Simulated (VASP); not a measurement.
# Nb: stress against strain

Nb (bcc, Im-3m, 17.998 Å³/atom and stress up to 0.06 GPa in the relaxed cell, cube axes along x, y and z) under an equal strain ε along x and y, with z held. r2SCAN in VASP (plane waves, PAW), 480 eV, 18×18×18 Γ-centred mesh, Methfessel-Paxton smearing 0.10 eV. Stress is positive for a compressed cell.

Here s stands for strain and y for stress xx.

```csv
strain (%),stress xx (GPa)
-3.00,?
-1.50,6.24
-1.00,4.11
-0.50,2.05
0.00,0.06
0.50,-1.81
1.00,-3.61
1.50,-5.37
```

Fit y of the 7 rows that show it with a straight line. Means: s 0, y 0.239. About the means, the sum of products is -27.065 and the sum of squares of s is 7.0000; the slope is their ratio. Least squares gives y = 0.239 - 3.8664·s. Residuals (row less fit): 0.201, 0.005, -0.122, -0.179, -0.116, 0.017, 0.191; standard error 0.166 (degrees of freedom: 5). The slope gives the elastic constants C11 + C12 = about 390 GPa.

Question: Predict the withheld y at s = -3.00 from the fit, and compare with the calculation.

Answer: y = 0.239 - 3.8664 × (-3.0) = 11.838 GPa. The calculation gives 13.18 GPa, 1.342 GPa above the prediction (7.2 % of the range of y in the table). The row lies outside the fitted rows, so this is an extrapolation. From the scatter of the fitted rows alone, a prediction at this place has a standard error of 0.259 GPa, so the miss is 5.2 times that.

A polynomial of degree 2 through the 12 other runs of the series gives 13.06 there, so most of the miss is curvature that the fit leaves out. In a metal these values are sensitive to mesh and smearing; energies are taken to zero smearing, stresses follow the free energy. The runs aren't spin-polarised. Rows are the converged runs of the series near zero and its far end, less any whose ions stayed unrelaxed beside relaxed ones; series whose fitted rows scatter by over a few per cent of the range, as at a crossing or softening among them, aren't shown in this form. Most that stay on the fit to the last digits aren't either.
